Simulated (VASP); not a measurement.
A convergence study with VASP on Ta (space group Im-3m): one setting is varied, all else stays as given below, so the limit is that of these other settings.

```
CELL_PARAMETERS angstrom
     -1.65825     1.65825     1.65825
      1.65825    -1.65825     1.65825
      1.65825     1.65825    -1.65825
ATOMIC_POSITIONS crystal
  Ta 0.00000 0.00000 0.00000
```

Method: PBE GGA, VASP's PBE PAW potentials (set 64) (plane waves; VASP). The tightest run used: 720 eV cut-off, 14×14×14 Γ-centred mesh, Gaussian smearing of 0.10 eV, potentials Ta_pv.

```tsv
setting	E (eV/atom)	pressure (GPa)	plane waves
ENCUT = 105	-10.7930	-396.27	50
ENCUT = 120	-12.0354	-204.63	60
ENCUT = 135	-12.0968	-108.80	70
ENCUT = 150	-11.8580	-57.63	83
ENCUT = 165	-11.8363	-28.05	96
ENCUT = 180	-11.8395	-12.46	116
ENCUT = 210	-11.8195	-1.61	140
ENCUT = 240	-11.8119	-0.09	164
```

Q: These are the cheaper rows. Estimate the results at ENCUT = 720, and how far the last row shown lies from them.

A: 
```
quantity        tightest run  last row shown is off by
--------------  ------------  ------------------------
E (eV/atom)         -11.8197                    0.0078
pressure (GPa)          0.57                     -0.66
```

Left out are rungs that failed or repeat a setting and relaxations that didn't move; long series are thinned to 24 rows.

The structure is a typed Ta crystal (space group no. 229). The cell was not relaxed at this level.
